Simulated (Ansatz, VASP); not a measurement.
# Te2As: VASP beside Ansatz, part 2 of 2

Wanted: the spread between two codes on one cell, functional and k mesh. The cell is generated by rule, not measured, and may not be a known phase. The cell is taken from a series of runs on this material, whose earlier steps may have relaxed, scaled, displaced or heated it; both programs get it as it stands.

VASP 6.6.1 and Ansatz 0.2.0.

So far: The structure; VASP: relaxation of cell and atoms, LDA.

The structure was built from a prototype and need not be the compound's stable phase.

## 3. Ansatz: relaxation of cell and atoms, LDA

Level of this step: Ansatz beside VASP: Kohn-Sham DFT, plane waves, LDA (Ansatz).

Ansatz runs on its default PAW (the set named soft_2) files.

The same cell, functional (in two slightly different forms), mesh and smearing now go to Ansatz, which takes its cutoff from its data sets.

input.yaml

```yaml
crystal:
  lattice:
    - [4.1916350296, 0.0, 0.0]
    - [0.0, 7.6148623446, 0.0]
    - [-1.2790252564, 0.0, 5.3896465398]
  atoms:
    - { symbol: As, position: [0.1077726135, 0.25, 0.0833914178] }
    - { symbol: As, position: [0.8922273865, 0.75, 0.9166085822] }
    - { symbol: Te, position: [0.260209374, 0.9943032937, 0.736121978] }
    - { symbol: Te, position: [0.739790626, 0.4943032937, 0.263878022] }
    - { symbol: Te, position: [0.260209374, 0.5056967063, 0.736121978] }
    - { symbol: Te, position: [0.739790626, 0.0056967063, 0.263878022] }
kpoints:
  mp_grid: { grid: [8, 4, 6] }
hamiltonian:
  xc: lda
scf:
  occupations: { method: methfessel_paxton, width: 0.15 }
output:
  forces: true
  stress: true
  eigenvalues: true
relax:
  adjacent_minimum: "off"
  f_tol: 0.001
  max_steps: 60
  cell: { stress_tol: 0.01 }
```

Run with:

```
$ ansatz run input.yaml --threads 8 --pin off --max-ram 14336MiB --backend cpu --events-out ev --progress --plain --runs-dir out
```

Numbers of over 12 decimals in the logs are rounded to 6 here.

The log of the run:

```text
Engine: ansatz 0.2.0, aarch64-unknown-linux-gnu
Pseudopotentials: kind: paw
Pseudopotential: As, paw, valence charge 15, recommended cutoff 420 eV (normal), As.paw.azcp
Pseudopotential: Te, paw, valence charge 16, recommended cutoff 420 eV (normal), Te.paw.azcp
Functional definition: SPW92
  exchange = slater_x
  correlation = pw_c
Crystal: 6 atoms, lattice volume = 172.031 Å³
Basis set: ecut = 420 eV, 3351 PW (Γ)
Bands: 57, of which v1, the nominal top of the filled ones, is band 47 counted from 1 (46 counted from 0)
Symmetry: 4 space group operations
Space group: P21/m (ITA 11), of the structure as read, at distance tolerance 5.6e-5 Å
k-points: 78 of 192
Non-local potential: As, projectors of the file, l = 0: 2, l = 1: 2, l = 2: 3, l = 3: 1
Non-local potential: Te, projectors of the file, l = 0: 2, l = 1: 2, l = 2: 2, l = 3: 2
PAW form: soft (Blöchl's): semilocal exchange-correlation on the pseudo side does not see the compensation charge
PAW frozen core: As, regenerated for the run's functional, and the local potential with it (the file was generated under x = pbe(κ = 0.804, μ = 0.219515), c = pbe(β = 0.066725))
PAW frozen core: Te, regenerated for the run's functional, and the local potential with it (the file was generated under x = pbe(κ = 0.804, μ = 0.219515), c = pbe(β = 0.066725))
PAW one-centre angular grid: As, 590 points (default); XC on 64 Gauss nodes
PAW one-centre angular grid: Te, 590 points (default); XC on 64 Gauss nodes
Initial density: superposition of atomic densities (neutral atoms: chi_scale 0, normalization atom), corrected by the library's trained network
Initial wavefunctions: pseudopotential atomic-orbital guess
Functional: x = slater, c = lda
SCF iter   1: F=—  HF=-36854.939511 eV  |F-HF|=—  |Δ(HF+E_count)|=         —  Δρ=4.79e-3  dr2=1.90e-2  ethr=1.77e-3  ⟨swp⟩=8.0  Hψ=18109  notcnv=0
preconditioner: auto → LDOS  [metal: Δε(μ)=0.025 eV  Ē_g=8.911 eV  σ=0.150 eV  W_gap=0.14  n_scr=42 (ndim 8)  ℏωp=16.5 eV  f_vac=0.036  D(μ)=3.14/eV (n_scr^D=18)  β→1.0]
SCF iter   2: F=—  HF=-36854.929312 eV  |F-HF|=—  |Δ(HF+E_count)|=   1.02e-2  S|Δr|=    0.00e0  Δρ=8.66e-4  dr2=1.46e-3  ethr=2.02e-5  ⟨swp⟩=2.0  Hψ=8823  notcnv=0
SCF iter   3: F=—  HF=-36854.928751 eV  |F-HF|=—  |Δ(HF+E_count)|=   5.62e-4  S|Δr|=    0.00e0  Δρ=3.54e-4  dr2=2.43e-4  ethr=1.55e-6  ⟨swp⟩=2.0  Hψ=7884  notcnv=0
SCF iter   4: F=—  HF=-36854.928630 eV  |F-HF|=—  |Δ(HF+E_count)|=   1.21e-4  S|Δr|=    0.00e0  Δρ=6.28e-5  dr2=6.43e-6  ethr=2.58e-7  ⟨swp⟩=2.0  Hψ=7898  notcnv=0
SCF iter   5: F=—  HF=-36854.928628 eV  |F-HF|=—  |Δ(HF+E_count)|=   1.02e-6  S|Δr|=    0.00e0  Δρ=1.98e-5  dr2=9.22e-7  ethr=6.84e-9  ⟨swp⟩=2.0  Hψ=7909  notcnv=0
SCF iter   6: F=-36854.928628 eV  HF=-36854.928628 eV  |F-HF|=1.97e-8  |Δ(HF+E_count)|=   2.24e-7  S|Δr|=    0.00e0  Δρ=4.65e-6  dr2=4.47e-8  ethr=1.06e-10  ⟨swp⟩=8.8  Hψ=22547  notcnv=0
SCF 1 converged in 6 iterations: F = -36854.928628 eV  dr2 = 4.47e-8
  greatest PAW one-centre occupation: 1.000 electrons in one spin orbital (limit 2), on the As atom at site 1 (counted from 0), in its partial waves of l = 2
relax step   1: F+E_penalty+E_count = -36854.92862824 eV  Δ(F+E_penalty+E_count) = +0.000e0 eV  max|allowed force component| = 3.326e-2 eV/Å  Δτ_max = 0.0000 Å  P = +0.031 GPa  Ω = 172.031 Å³  (6 SCF iters, dr2 threshold 1.00e-7 eV, accepted)
[...]
relax step  11: F+E_penalty+E_count = -36854.93640086 eV  Δ(F+E_penalty+E_count) = -4.418e-6 eV  max|allowed force component| = 1.753e-4 eV/Å  Δτ_max = 0.0012 Å  P = +0.000 GPa  Ω = 172.414 Å³  energy of the carried Pulay correction = -9.007e-5 eV  (5 SCF iters, dr2 threshold 2.81e-9 eV, accepted)
[...]
relax step  12: F+E_penalty+E_count = -36854.93653694 eV  Δ(F+E_penalty+E_count) = -1.361e-4 eV  max|allowed force component| = 1.979e-4 eV/Å  Δτ_max = 0.0000 Å  P = -0.002 GPa  Ω = 172.414 Å³  stress off target by 4.90e-3 GPa  SCF on the basis re-selected at this cell (its energy is not comparable with the rows above)  (6 SCF iters)
basis re-selected at this cell: Δ(F+E_penalty+E_count) = -1.361e-4 eV, ΔP = -0.002 GPa vs the last step (what re-selecting the basis moved, of the pressure what is left beyond the Pulay correction that the steps carried, after the strain that the cell walked since its last selection, with what the two solves' SCF thresholds leave and, on support functions, any second-order correction that the steps lacked; it is no m [...]
SCF converged after 6 iterations
Stability not checked: this state was not tested for a lower state beside it, because cold or Methfessel-Paxton smearing, or corrected tetrahedra, fill the levels in a way that the test cannot read (fill_not_monotonic; see scf.lower_state_search)
Free energy (F): -36854.936537 eV
Harris-Foulkes:  -36854.936537 eV  (|F-HF|=0.00e0)
Internal energy: -36854.933154 eV  (E = F + TS)
E sigma→0 (E₀):  -36854.935691 eV
Entropy (-TS):   -0.003383 eV (-0.564 meV/atom)
Fermi energy:    9.430649 eV
Step filling:    the computed levels leave a gap of 0.0176 eV = 0.1 smearing widths at the electron count; against every level under it full and every level over it empty, smearing changes F+E_penalty+E_count by -1.143 meV and its σ→0 estimate by -0.298 meV
--- Per-component energies (eV) ---
  E_band       = -1524.141378
  E_kinetic    = 933.543320
  E_local      = -8713.583969  (includes V_loc(G=0)·N_el)
  E_nonlocal   = -2551.243121
  E_hartree    = 5228.368436
  E_xc         = -654.372393
  E_vxc        = -579.559744  (∫ρ·V_xc dr)
  E_paw        = -21543.494771  (= ΣΔE_a)
  E_vpaw       = -1070.033985  (= ΣTr[D̂ρ^β])
  E_aug_tail   = -0.000781  (compensation charges beyond the density's cutoff)
  E_ewald      = -9561.014981
  E_core_change = 6.865105  (= ΣΔE_core)
  E_smearing   = -0.003383  (= −TS)
  E_closure    = 0.000000  (closes the sum)
  Σ components = -36854.936537   (vs F -36854.936537, Δ=0.00e0)
--- Forces (eV/Å), atoms counted from 1 ---
  atom   1  As     0.00019786     0.00000000     0.00010783
  atom   2  As    -0.00019786    -0.00000000    -0.00010783
  atom   3  Te     0.00016250    -0.00010140    -0.00005728
  atom   4  Te    -0.00016250    -0.00010140     0.00005728
  atom   5  Te     0.00016250     0.00010140    -0.00005728
  atom   6  Te    -0.00016250     0.00010140     0.00005728
  max |Σ_I F_I| component: 0.00e0 eV/Å
--- Stress (GPa, compression-positive) ---
       -0.002407       0.000000      -0.000488
        0.000000      -0.004896       0.000000
       -0.000488       0.000000       0.002537
  P = ⅓ Tr σ = -0.0016 GPa (-0.016 kbar)
--- Band table (eV; the first three rows and the last of 78) ---
  k-point 0: bands = [... 43 lower, 7.1823, 8.1047, 8.6318, 9.6319, 10.4063, 11.1374, 11.1408, 11.4352, ... 6 higher]
  k-point 1: bands = [... 43 lower, 7.2395, 8.2030, 8.4339, 9.3486, 10.3883, 10.8363, 11.3730, 11.4347, ... 6 higher]
  k-point 2: bands = [... 43 lower, 7.7174, 8.1275, 8.5200, 8.8438, 9.6725, 10.2045, 10.4423, 10.7227, ... 6 higher]
  k-point 77: bands = [... 43 lower, 7.1876, 8.4900, 8.4900, 9.7408, 9.7408, 10.7223, 10.7223, 12.2179, ... 6 higher]
--- Relaxed structure (11 steps of the walk, 11 accepted, 1 SCFs on fresh bases) ---
  F+E_penalty+E_count = -36854.93653694 eV   max|allowed force component| = 1.979e-4 eV/Å   (the final SCF, on the basis selected at the relaxed cell)
  cell:  # Å, volume = 172.4139 Å³
    - [4.087219, 0, -0.039809]
    - [0, 7.650165, 0]
    - [-1.298350, 0, 5.526734]
  atoms:
    - { symbol: As, position: [0.120453, 0.250000, 0.095726] }
    - { symbol: As, position: [0.879547, 0.75, 0.904274] }
    - { symbol: Te, position: [0.260168, 0.996744, 0.739542] }
    - { symbol: Te, position: [0.739832, 0.496744, 0.260458] }
    - { symbol: Te, position: [0.260168, 0.503256, 0.739542] }
    - { symbol: Te, position: [0.739832, 0.00325572, 0.260458] }
```

Reading the cycles: dr2 is the Hartree energy of the density residual (eV), the measure of convergence; HF is the Harris–Foulkes estimate of the energy, which meets the free energy F at convergence.

## 4. Side by side

Known differences besides the potentials themselves: the data sets hold 94 valence electrons in Ansatz (on its default PAW (the set named soft_2) files) and 34 in VASP; the cutoff is 420 eV in Ansatz and 500 eV in VASP; VASP's log shows a relativistic correction to its local exchange, Ansatz's none; Ansatz adds a Pulay correction to the stress that steers its cell, VASP none. Total energies have different zeros and are not compared.

Both answers:

```
                                         quantity  Ansatz    VASP  difference
                                      volume (Å³)  172.41  172.55     -0.08 %
edge a after relaxation, in the typed setting (Å)   4.087   4.085     +0.05 %
edge b after relaxation, in the typed setting (Å)   7.650   7.653     -0.04 %
edge c after relaxation, in the typed setting (Å)   5.677   5.682     -0.08 %
```

## 5. Summary of results

| Property | Result |
| --- | --- |
| difference in edge c after relaxation, in the typed setting (relaxation of cell and atoms, LDA) | -0.084 % |

What this shows: The difference in edge c after relaxation, in the typed setting is -0.084 % (relaxation of cell and atoms, LDA), within the 1.2 % picked in this series as the mark of a large difference, as far as the stopping tolerances let one tell. The data sets hold unlike numbers of valence electrons (94 in Ansatz and 34 in VASP), so part of the differences comes from the potentials. Such differences can come from data sets, numerical settings and the points named under the comparisons, not from the functional's error against experiment.

[Lines on the potential files, build, host, timing and source positions are cut from VASP's logs without a mark.]

[Logs are printed without paths, hosts, clocks, repeated set-up lines and the standing remarks that a program may print on its own settings, such as how far it seeks lower states.]

[Hosts, paths, dates, database ids (printed as entryN), source tags and the programs' standing remarks are cut or masked in the printed files.]
